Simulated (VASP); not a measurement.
An input for Ansatz (written as the equivalent of a VASP run, and not itself run):

Ansatz 0.2 input:
```yaml
crystal:
  lattice:
    - [0.0000000, 3.2778292, 3.2778292]
    - [3.2778292, 0.0000000, 3.2778292]
    - [3.2778292, 3.2778292, 0.0000000]
  atoms:
    - { symbol: In, position: [0.0000000, 0.0000000, 0.0000000] }
    - { symbol: Sb, position: [0.2500000, 0.2500000, 0.2500000] }
kpoints:
  mp_grid: { grid: [9, 9, 9] }
hamiltonian:
  xc: r2scan
  pseudopotentials: { kind: paw }
scf:
  occupations: { method: methfessel_paxton, width: 0.1 }
  max_iter: 100
relax:
  max_steps: 30
  f_tol: 0.001
output: { forces: true, stress: true, eigenvalues: true }
```

Write the VASP files for the same calculation (r2SCAN).

One answer among several that fit: 
### POSCAR
```
InSb
1
    0.0000000000     3.2778292137     3.2778292137
    3.2778292137     0.0000000000     3.2778292137
    3.2778292137     3.2778292137     0.0000000000
In Sb
1 1
Direct
  0.0000000000   0.0000000000   0.0000000000
  0.2500000000   0.2500000000   0.2500000000
```

KPOINTS:
```
Automatic mesh
0
Gamma
9 9 9
0 0 0
```

**INCAR**
```
# general
SYSTEM  = InSb
PREC    = Accurate
ENCUT   = 400
LREAL   = F
LASPH   = T   # aspherical one-centre terms

# electronic loop
EDIFF   = 1E-8   # SCF stop (eV)
NELM    = 100
ALGO    = Normal   # blocked Davidson
LMAXMIX = 4   # l cut-off of mixed one-centre charges
LMIXTAU = T

# smearing
ISMEAR  = 1   # Methfessel-Paxton
SIGMA   = 0.1   # width (eV)

# functional
METAGGA = R2SCAN

# ions
IBRION  = 1   # quasi-Newton
NSW     = 30   # most ionic steps
ISIF    = 2   # forces and stress, cell fixed
EDIFFG  = -0.001   # ionic stop

# output
LWAVE   = F
LCHARG  = F
```

POTCAR, in this order: In_d Sb (PBE.64 set). Program: vasp_std.

The two are equivalent in intent, not identical: each code has its own PAW files, so the cut-off isn't converted (ENCUT is set for VASP's; basis.ecutwfc is left out, and Ansatz then takes the one that its files recommend); Ansatz stops its SCF on the density residual and VASP on the energy change (EDIFF).

The compound is InSb in the zinc blende structure. It was relaxed first. The start is the result of an earlier pass.
